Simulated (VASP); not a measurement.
These are PBEsol GGA, VASP's PBE PAW potentials (set 64) (plane waves; VASP) values and carry that method's errors.

The input files of a VASP run:

### INCAR
```
SYSTEM = W
PREC = Accurate
ENCUT = 400
EDIFF = 1E-6
NELM = 100
ALGO = Normal
LREAL = .FALSE.
LASPH = .TRUE.
ISMEAR = 1
SIGMA = 0.1
GGA = PS
LMAXMIX = 6
LWAVE = .FALSE.
LCHARG = .FALSE.
IBRION = 2
ISIF = 3
NSW = 60
EDIFFG = -0.02
```

POSCAR:
```
W
1.0
  5.0362294859   0.0000000000   0.0000000000
  0.0000000000   5.0362294859   0.0000000000
  0.0000000000   0.0000000000   5.0362294859
W
8
direct
  0.0000000000   0.0000000000   0.0000000000
  0.5000000000   0.5000000000   0.5000000000
  0.0000000000   0.5000000000   0.2500000000
  0.0000000000   0.5000000000   0.7500000000
  0.2500000000   0.0000000000   0.5000000000
  0.7500000000   0.0000000000   0.5000000000
  0.5000000000   0.7500000000   0.0000000000
  0.5000000000   0.2500000000   0.0000000000
```

File KPOINTS:
```
Automatic mesh
0
Gamma
6 6 6
0 0 0
```

POTCAR, in this order: W_sv (PBE.64 set). Program: vasp_std.

### Question
What will the output report for the number of irreducible k-points (NKPTS), number of bands (NBANDS), largest plane-wave count, number of space-group operations, FFT grid (NGX, NGY, NGZ)?

### Answer

number of irreducible k-points (NKPTS): 20
number of bands (NBANDS): 67
largest plane-wave count: 2360
number of space-group operations: 48
FFT grid (NGX, NGY, NGZ): 36 × 36 × 36

The structure comes from a measured W entry (Pm-3n) of the Crystallography Open Database, whose conditions weren't checked. It was relaxed first. The start is the result of an earlier pass.
